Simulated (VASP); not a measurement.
## V3Pt: magnetic orders

Aim: compare collinear orders of V3Pt. The start is a cell from a database of measured crystal structures.

Method: PBEsol, DFT+U (V d 2 eV), spin-polarised, from parallel moments; plane waves and PAW (Pt, V), in the first sound run; inputs show where later runs differ, in VASP 6.6.1.

Most raw output is cut from this account.

### Step 1. The starting structure

Symmetry: Pm-3m, No. 221, cubic system. The conventional cell has a = 3.918 Å, b = 3.918 Å, c = 3.918 Å, α = 90.00°, β = 90.00°, γ = 90.00°. Nearest to Pt lie 12 V at 2.77 Å. Nearest to V lie 8 V at 2.77 Å and 4 Pt at 2.77 Å. Nearest to V lie 8 V at 2.77 Å and 4 Pt at 2.77 Å. Farther neighbours are not listed.

As a file:

```cif
data_structure
_symmetry_space_group_name_H-M 'Pm-3m'
_symmetry_Int_Tables_number 221
_cell_length_a 3.9180
_cell_length_b 3.9180
_cell_length_c 3.9180
_cell_angle_alpha 90.000
_cell_angle_beta 90.000
_cell_angle_gamma 90.000
_cell_volume 60.14
loop_
_atom_site_label
_atom_site_type_symbol
_atom_site_symmetry_multiplicity
_atom_site_Wyckoff_symbol
_atom_site_fract_x
_atom_site_fract_y
_atom_site_fract_z
_atom_site_occupancy
Pt1 Pt 1 a 0.00000 0.00000 0.00000 1
V1 V 3 c 0.50000 0.50000 0.00000 1
```

### Step 2. Magnetic order, start order fm, signs ++++++

Each run starts from other signs of the moments at the same geometry and cutoff; gentle mixing helps it keep them. Any wave vector in a name is a fraction of the reciprocal vectors of the first cell as typed.

Input file INCAR:

```
SYSTEM = V3Pt
PREC = Accurate
ENCUT = 350
EDIFF = 1E-06
NELM = 150
ISMEAR = 0
SIGMA = 0.1
LREAL = .FALSE.
ALGO = Normal
GGA = PS
NBANDS = 37
ISPIN = 2
MAGMOM = 0 0 2 2 2 2 2 2
LDAU = .TRUE.
LDAUTYPE = 2
LDAUL = -1 2
LDAUU = 0 2
LDAUJ = 0 0
LDAUPRINT = 1
LASPH = .TRUE.
LMAXMIX = 4
LORBIT = 11
LWAVE = .FALSE.
LCHARG = .TRUE.
KPAR = 2
AMIX = 0.2
BMIX = 1E-04
AMIX_MAG = 0.8
BMIX_MAG = 1E-04
```

Input file POSCAR:

```
V3Pt
1.0
    3.9180000000      0.0000000000      0.0000000000
    0.0000000000      3.9180000000      0.0000000000
    0.0000000000      0.0000000000      7.8360000000
Pt V
2 6
Direct
    0.0000000000      0.0000000000      0.0000000000
    0.0000000000      0.0000000000      0.5000000000
    0.5000000000      0.5000000000      0.0000000000
    0.5000000000      0.5000000000      0.5000000000
    0.5000000000      0.0000000000      0.2500000000
    0.5000000000      0.0000000000      0.7500000000
    0.0000000000      0.5000000000      0.2500000000
    0.0000000000      0.5000000000      0.7500000000
```

Input file KPOINTS:

```
Automatic mesh
0
Gamma
5 5 3
0 0 0
```

PAW data sets: Pt and V (PBE family, release 64).

Launch:

```bash
> mpirun -np 2 vasp_std
```

Elapsed: 62 s, on 2 MPI ranks of AMD EPYC 7R43, shared host; peak memory 0.33 GiB; 2 min of CPU time.

The magnetic state follows from one typed start and may not be the lowest. The k-mesh is coarse for a metal. A U on the itinerant d states of such a compound is hard to justify; it moves the bands at the Fermi level and favours large moments. The PAW data sets were made with PBE, which is usual practice but a small mismatch for other functionals. The data set V keeps the semicore shell frozen, which is cheaper and a little less accurate.

This step gave:

| Quantity | Value |
| --- | --- |
| electronic cycles | 20 |
| electrons | 50 |
| free energy (TOTEN) | -59.9855 eV |
| energy at zero smearing | -59.9691 eV |
| Fermi energy | 7.104 eV |
| moment of the cell, from the last line of the log | 8.934 μB |
| labelled metallic, from the levels on this mesh | yes |

Spin moment in the PAW sphere by atom:

```tsv
atom	spin moment in the PAW sphere (μB)
Pt1	0.10
Pt2	0.10
V3	1.39
V4	1.39
V5	1.40
V6	1.40
V7	1.40
V8	1.40
```

Spin density in the ac plane at fractional y = 0.000, with atoms of Pt and V within 0.2 Å of it.

Ten even steps from '0' (-0.02 × 1e-1 e/Å³) to '9' (9.60 × 1e-1 e/Å³), each cell a mean:
```
00000000000000
00000000000000
00000000000000
00000012100000
00000256410000
00002589731000
00001368520000
00000024200000
00000001000000
00000000000000
00000000000000
00000000000000
00000000000000
00000000000000
00000000000000
00000012100000
00000256410000
00002589731000
00001368520000
00000024200000
00000001000000
00000000000000
00000000000000
00000000000000
```
Columns run along a (3.9 Å), rows up along c (7.8 Å). Atoms in or near the plane, at fractional coordinates: Pt at (0.00, 0.00), Pt at (0.00, 0.50), V at (0.50, 0.25), V at (0.50, 0.75).

Valence density in the ac plane at fractional y = 0.000, with atoms of Pt and V within 0.2 Å of it. It is the smooth field of the valence electrons, not physical close to the nuclei.

Ten even steps from '0' (0.2 e/Å³) to '9' (3.4 e/Å³), each cell a mean:
```
87420000001257
54210000000135
22100000000012
00000011000000
00000133210000
00000245410000
00000234310000
00000112100000
11000000000001
43210000000123
76410000000246
98520000001368
87420000001257
54210000000135
22100000000012
00000011000000
00000133210000
00000245410000
00000234310000
00000112100000
11000000000001
43210000000123
76410000000246
98520000001368
```
Columns run along a (3.9 Å), rows up along c (7.8 Å). Atoms in or near the plane, at fractional coordinates: Pt at (0.00, 0.00), Pt at (0.00, 0.50), V at (0.50, 0.25), V at (0.50, 0.75).

The largest moment at the end is 1.40 μB, and the moments of the cell sum to 8.93 μB.

### Step 3. Magnetic order, start order AFM 1, signs +-+--+

This step: PBEsol, DFT+U (V d 2 eV), spin-polarised, from moments of both signs; plane waves and PAW (Pt, V) (VASP 6.6.1).

Edit INCAR of step 2 so:

```diff
@@ -12,3 +12,3 @@
 ISPIN = 2
-MAGMOM = 0 0 2 2 2 2 2 2
+MAGMOM = 0 0 2 -2 2 -2 -2 2
 LDAU = .TRUE.
```

POSCAR is that of step 2.

KPOINTS is that of step 2.

Launch:

```bash
> mpirun -np 2 vasp_std
```

Elapsed: 67 s, on 2 MPI ranks; peak memory 0.34 GiB.

This step gave:

```
electronic cycles       : 22
free energy (TOTEN)     : -60.4519 eV
energy at zero smearing : -60.4266 eV
Fermi energy            : 7.132 eV
```

Spin moment in the PAW sphere by atom:

```tsv
atom	spin moment in the PAW sphere (μB)
Pt1	0.01
Pt2	-0.01
V3	1.81
V4	-1.81
V5	1.86
V6	-1.86
V7	-1.86
V8	1.86
```

Force by atom:

```tsv
atom	x (eV/Å)	y (eV/Å)	z (eV/Å)	size
Pt1	0.000	0.000	0.000	0.000
Pt2	0.000	0.000	0.000	0.000
V3	0.000	0.000	0.000	0.000
V4	0.000	0.000	0.000	0.000
V5	0.000	0.000	-0.192	0.192
V6	0.000	0.000	-0.192	0.192
V7	0.000	0.000	0.192	0.192
V8	0.000	0.000	0.192	0.192
```

Spin density in the ac plane at fractional y = 0.000, with atoms of Pt and V within 0.2 Å of it.

Values in e/Å³, 24 rows by 14 columns, each cell a mean:
```
 0.0  0.0  0.0  0.0  0.0  0.0  0.0  0.0  0.0  0.0  0.0  0.0  0.0  0.0
 0.0  0.0  0.0  0.0  0.0  0.0  0.0  0.0  0.0  0.0  0.0  0.0  0.0  0.0
 0.0  0.0  0.0  0.0  0.0  0.0  0.0  0.0  0.0  0.0  0.0  0.0  0.0  0.0
 0.0  0.0  0.0  0.0 -0.1 -0.1 -0.2 -0.2 -0.2 -0.1  0.0  0.0  0.0  0.0
 0.0  0.0  0.0  0.0 -0.1 -0.4 -0.7 -0.8 -0.6 -0.3 -0.1  0.0  0.0  0.0
 0.0  0.0  0.0  0.0 -0.2 -0.6 -1.1 -1.3 -1.0 -0.4 -0.1  0.0  0.0  0.0
 0.0  0.0  0.0  0.0 -0.1 -0.5 -0.9 -1.1 -0.8 -0.3 -0.1  0.0  0.0  0.0
 0.0  0.0  0.0  0.0 -0.1 -0.2 -0.3 -0.4 -0.3 -0.1 -0.1  0.0  0.0  0.0
 0.0  0.0  0.0  0.0  0.0  0.0 -0.1 -0.1 -0.1  0.0  0.0  0.0  0.0  0.0
 0.0  0.0  0.0  0.0  0.0  0.0  0.0  0.0  0.0  0.0  0.0  0.0  0.0  0.0
 0.0  0.0  0.0  0.0  0.0  0.0  0.0  0.0  0.0  0.0  0.0  0.0  0.0  0.0
 0.0  0.0  0.0  0.0  0.0  0.0  0.0  0.0  0.0  0.0  0.0  0.0  0.0  0.0
 0.0  0.0  0.0  0.0  0.0  0.0  0.0  0.0  0.0  0.0  0.0  0.0  0.0  0.0
 0.0  0.0  0.0  0.0  0.0  0.0  0.0  0.0  0.0  0.0  0.0  0.0  0.0  0.0
 0.0  0.0  0.0  0.0  0.0  0.0  0.0  0.0  0.0  0.0  0.0  0.0  0.0  0.0
 0.0  0.0  0.0  0.0  0.1  0.1  0.2  0.2  0.2  0.1  0.0  0.0  0.0  0.0
 0.0  0.0  0.0  0.0  0.1  0.4  0.7  0.8  0.6  0.3  0.1  0.0  0.0  0.0
 0.0  0.0  0.0  0.0  0.2  0.6  1.1  1.3  1.0  0.4  0.1  0.0  0.0  0.0
 0.0  0.0  0.0  0.0  0.1  0.5  0.9  1.1  0.8  0.3  0.1  0.0  0.0  0.0
 0.0  0.0  0.0  0.0  0.1  0.2  0.3  0.4  0.3  0.1  0.1  0.0  0.0  0.0
 0.0  0.0  0.0  0.0  0.0  0.0  0.1  0.1  0.1  0.0  0.0  0.0  0.0  0.0
 0.0  0.0  0.0  0.0  0.0  0.0  0.0  0.0  0.0  0.0  0.0  0.0  0.0  0.0
 0.0  0.0  0.0  0.0  0.0  0.0  0.0  0.0  0.0  0.0  0.0  0.0  0.0  0.0
 0.0  0.0  0.0  0.0  0.0  0.0  0.0  0.0  0.0  0.0  0.0  0.0  0.0  0.0
```
Columns run along a (3.9 Å), rows up along c (7.8 Å). Atoms in or near the plane, at fractional coordinates: Pt at (0.00, 0.00), Pt at (0.00, 0.50), V at (0.50, 0.25), V at (0.50, 0.75).

Valence density in the ac plane at fractional y = 0.000, with atoms of Pt and V within 0.2 Å of it. It is the smooth field of the valence electrons, not physical close to the nuclei.

Values in e/Å³, 24 rows by 14 columns, each cell a mean:
```
3.0 2.5 1.7 0.9 0.4 0.2 0.2 0.2 0.2 0.3 0.5 1.1 2.0 2.7
2.0 1.7 1.1 0.6 0.4 0.2 0.2 0.2 0.2 0.3 0.4 0.8 1.3 1.8
1.0 0.8 0.6 0.4 0.3 0.2 0.2 0.2 0.2 0.2 0.3 0.4 0.7 0.9
0.4 0.3 0.3 0.3 0.3 0.4 0.5 0.5 0.4 0.3 0.3 0.3 0.3 0.3
0.2 0.2 0.2 0.2 0.3 0.7 1.2 1.3 1.1 0.6 0.3 0.2 0.2 0.2
0.2 0.2 0.2 0.2 0.4 1.0 1.7 2.1 1.6 0.7 0.3 0.2 0.2 0.2
0.2 0.2 0.2 0.2 0.3 0.9 1.5 1.7 1.3 0.6 0.3 0.2 0.2 0.2
0.3 0.3 0.3 0.2 0.3 0.5 0.7 0.8 0.7 0.4 0.3 0.2 0.3 0.3
0.6 0.5 0.4 0.3 0.3 0.3 0.3 0.3 0.3 0.3 0.3 0.3 0.5 0.6
1.6 1.4 0.9 0.5 0.3 0.2 0.2 0.2 0.2 0.2 0.4 0.6 1.1 1.4
2.6 2.2 1.5 0.8 0.4 0.2 0.2 0.2 0.2 0.3 0.5 1.0 1.8 2.4
3.4 2.8 1.9 1.0 0.5 0.2 0.2 0.2 0.2 0.3 0.6 1.3 2.2 3.0
3.0 2.5 1.7 0.9 0.4 0.2 0.2 0.2 0.2 0.3 0.5 1.1 2.0 2.7
2.0 1.7 1.1 0.6 0.4 0.2 0.2 0.2 0.2 0.3 0.4 0.8 1.3 1.8
1.0 0.8 0.6 0.4 0.3 0.2 0.2 0.2 0.2 0.2 0.3 0.4 0.7 0.9
0.4 0.3 0.3 0.3 0.3 0.4 0.5 0.5 0.4 0.3 0.3 0.3 0.3 0.3
0.2 0.2 0.2 0.2 0.3 0.7 1.2 1.3 1.1 0.6 0.3 0.2 0.2 0.2
0.2 0.2 0.2 0.2 0.4 1.0 1.7 2.1 1.6 0.7 0.3 0.2 0.2 0.2
0.2 0.2 0.2 0.2 0.3 0.9 1.5 1.7 1.3 0.6 0.3 0.2 0.2 0.2
0.3 0.3 0.3 0.2 0.3 0.5 0.7 0.8 0.7 0.4 0.3 0.2 0.3 0.3
0.6 0.5 0.4 0.3 0.3 0.3 0.3 0.3 0.3 0.3 0.3 0.3 0.5 0.6
1.6 1.4 0.9 0.5 0.3 0.2 0.2 0.2 0.2 0.2 0.4 0.6 1.1 1.4
2.6 2.2 1.5 0.8 0.4 0.2 0.2 0.2 0.2 0.3 0.5 1.0 1.8 2.4
3.4 2.8 1.9 1.0 0.5 0.2 0.2 0.2 0.2 0.3 0.6 1.3 2.2 3.0
```
Columns run along a (3.9 Å), rows up along c (7.8 Å). Atoms in or near the plane, at fractional coordinates: Pt at (0.00, 0.00), Pt at (0.00, 0.50), V at (0.50, 0.25), V at (0.50, 0.75).

The largest moment at the end is 1.86 μB, and the moments of the cell sum to 0.00 μB.

### Step 4. Magnetic order, start order AFM 2, signs +++---

Edit INCAR of step 3 so:

```diff
@@ -12,3 +12,3 @@
 ISPIN = 2
-MAGMOM = 0 0 2 -2 2 -2 -2 2
+MAGMOM = 0 0 2 2 2 -2 -2 -2
 LDAU = .TRUE.
@@ -23,3 +23,3 @@
 LWAVE = .FALSE.
-LCHARG = .TRUE.
+LCHARG = .FALSE.
 KPAR = 2
```

POSCAR is that of step 3.

KPOINTS is that of step 3.

Launch:

```bash
> mpirun -np 2 vasp_std
```

Run time: 1.9 min. Hardware: 2 MPI ranks; peak memory 0.39 GiB.

Spin moment in the PAW sphere by atom:

```tsv
atom	spin moment in the PAW sphere (μB)
Pt1	0.00
Pt2	0.00
V3	1.86
V4	1.86
V5	2.06
V6	-2.16
V7	-1.70
V8	-1.96
```

The largest moment at the end is 2.16 μB, and the moments of the cell sum to -0.04 μB.

### Step 5. Magnetic order, start order AFM 3, signs +-+-+-

Edit INCAR of step 4 so:

```diff
@@ -12,3 +12,3 @@
 ISPIN = 2
-MAGMOM = 0 0 2 2 2 -2 -2 -2
+MAGMOM = 0 0 2 -2 2 -2 2 -2
 LDAU = .TRUE.
```

POSCAR is that of step 4.

KPOINTS is that of step 4.

Launch:

```bash
> mpirun -np 2 vasp_std
```

It took 65 s on 2 MPI ranks; peak memory 0.35 GiB; 2.1 min of CPU time.

Spin moment in the PAW sphere by atom:

```tsv
atom	spin moment in the PAW sphere (μB)
Pt1	0.00
Pt2	0.00
V3	1.86
V4	-1.86
V5	2.00
V6	-2.00
V7	2.00
V8	-2.00
```

The largest moment at the end is 2.00 μB, and the moments of the cell sum to 0.00 μB.

### Step 6. Magnetic order, start order ferri 4, signs +++++-

Edit INCAR of step 5 so:

```diff
@@ -12,3 +12,3 @@
 ISPIN = 2
-MAGMOM = 0 0 2 -2 2 -2 2 -2
+MAGMOM = 0 0 2 2 2 2 2 -2
 LDAU = .TRUE.
```

POSCAR is that of step 5.

KPOINTS is that of step 5.

Launch:

```bash
> mpirun -np 2 vasp_std
```

It took 2.3 min on 2 MPI ranks; peak memory 0.39 GiB; 4.6 min of CPU time.

Spin moment in the PAW sphere by atom:

```tsv
atom	spin moment in the PAW sphere (μB)
Pt1	0.08
Pt2	0.08
V3	2.00
V4	2.00
V5	1.97
V6	2.13
V7	1.72
V8	-1.54
```

The largest moment at the end is 2.13 μB, and the moments of the cell sum to 8.80 μB.

### Step 7. Magnetic order, start order ferri 5, signs +++--+

Edit INCAR of step 6 so:

```diff
@@ -12,3 +12,3 @@
 ISPIN = 2
-MAGMOM = 0 0 2 2 2 2 2 -2
+MAGMOM = 0 0 2 2 2 -2 -2 2
 LDAU = .TRUE.
```

POSCAR is that of step 6.

KPOINTS is that of step 6.

Launch:

```bash
> mpirun -np 2 vasp_std
```

It took 85 s on 2 MPI ranks; peak memory 0.37 GiB.

Spin moment in the PAW sphere by atom:

```tsv
atom	spin moment in the PAW sphere (μB)
Pt1	0.05
Pt2	0.05
V3	2.05
V4	2.05
V5	2.10
V6	-1.73
V7	-1.73
V8	2.10
```

The largest moment at the end is 2.10 μB, and the moments of the cell sum to 5.16 μB.

### Step 8. Magnetic order, start order ferri 6, signs ++++--

Edit INCAR of step 7 so:

```diff
@@ -12,3 +12,3 @@
 ISPIN = 2
-MAGMOM = 0 0 2 2 2 -2 -2 2
+MAGMOM = 0 0 2 2 2 2 -2 -2
 LDAU = .TRUE.
```

POSCAR is that of step 7.

KPOINTS is that of step 7.

Launch:

```bash
> mpirun -np 2 vasp_std
```

The job ended after 1.9 min (2 MPI ranks; peak memory 0.38 GiB; 3.9 min of CPU time).

Spin moment in the PAW sphere by atom:

```tsv
atom	spin moment in the PAW sphere (μB)
Pt1	0.06
Pt2	0.06
V3	2.17
V4	2.17
V5	2.11
V6	2.11
V7	-1.69
V8	-1.69
```

The largest moment at the end is 2.17 μB, and the moments of the cell sum to 5.56 μB.

### Step 9. Side by side

Times are for 2 MPI ranks of AMD EPYC 7R43, shared host. Results by setting:

```tsv
no.	start order	energy at zero smearing less the lowest (eV)	moment of the cell, from the last line of the log (μB)	time	memory (GiB)
1	fm	0.7155	8.934	62 s	0.33
2	afm 1	0.2581	0	67 s	0.34
3	afm 2	0.04330	-0.0438	1.9 min	0.39
4	afm 3	0.1495	0	65 s	0.35
5	ferri 4	0.3908	8.801	2.3 min	0.39
6	ferri 5	0.1534	5.161	85 s	0.37
7	ferri 6	0	5.561	1.9 min	0.38
```

### Step 10. No spin polarisation

This step: PBEsol, DFT+U (V d 2 eV), no spin polarisation; plane waves and PAW (Pt, V) (VASP 6.6.1).

A run without spin shows what magnetism as such gains.

Edit INCAR of step 8 so:

```diff
@@ -10,5 +10,3 @@
 GGA = PS
-NBANDS = 37
-ISPIN = 2
-MAGMOM = 0 0 2 2 2 2 -2 -2
+NBANDS = 33
 LDAU = .TRUE.
```

POSCAR is that of step 8.

KPOINTS is that of step 8.

Launch:

```bash
> mpirun -np 2 vasp_std
```

The job ended after 26 s (2 MPI ranks; peak memory 0.28 GiB; 50 s of CPU time).

This run has no spin polarisation, so a moment on V, if there is one, isn't seen. A U on the itinerant d states of such a compound is hard to justify; it moves the bands at the Fermi level.

Numbers from this step:

* electronic cycles: 17
* free energy (TOTEN): -59.4268 eV
* energy at zero smearing: -59.3962 eV
* Fermi energy: 6.937 eV

Energy at zero smearing: -59.39624 eV.

### Step 11. Summary

This step: collinear magnetic orders, PBEsol, DFT+U (V d 2 eV); plane waves and PAW (VASP 6.6.1).

Derived from the runs above.

This step gave:

| Quantity | Value |
| --- | --- |
| mean moment in the lowest run | 1.989 μB |

Orders, by row:

```tsv
order	signs	energy above the lowest (meV/magnetic atom)	total moment (μB)	mean moment on carriers (μB)	gap on the mesh (eV)	signs at the end, of the atoms given a moment
fm	++++++	119.3	8.935	1.397	0	++++++
afm 1	+-+--+	43.01	0	1.843	0	+-+--+
afm 2	+++---	7.22	-0.04368	1.934	0	+++---
afm 3	+-+-+-	24.92	0	1.954	0	+-+-+-
ferri 4	+++++-	65.13	8.8	1.893	0	+++++-
ferri 5	+++--+	25.56	5.163	1.959	0	+++--+
ferri 6	++++--	0	5.561	1.989	0	++++--
nm		214.7	0	0	0	-
```

### Step 12. Summary of results

- mean moment in the lowest run: 1.99 μB

What this shows: The lowest run started as ferri 6 and holds 1.99 μB on average over the atoms that were given a moment; the next state, from afm 2, lies 7.2 meV a magnetic atom higher. It ends with the signs ++++-- and a net moment of 5.56 μB a cell: opposed moments that don't cancel. The cell was not relaxed for each state; the pressures of the magnetic ones run from -11.0 to -4.6 GPa, which can move the order. On this k mesh the moments and energy differences of a metal are not converged, and no denser mesh was tried, so the order found is tentative. No other collinear orders were tried, and their comparison leaves spin-orbit coupling out. U on a cell of metallic elements alone is a test of sensitivity more than a model of the material.

[Lines on the potential files, build, host, timing and source positions are cut from VASP's logs without a mark.]

[Logs are printed without paths, hosts, clocks, repeated set-up lines and the standing remarks that a program may print on its own settings, such as how far it seeks lower states.]

[Hosts, paths, dates, database ids (printed as entryN), source tags and the programs' standing remarks are cut or masked in the printed files.]

[In band tables of VASP the shares of atoms and orbitals are scaled to a sum of 1 inside the atoms' spheres.]

[Runs that stopped without an error message from VASP are left out.]
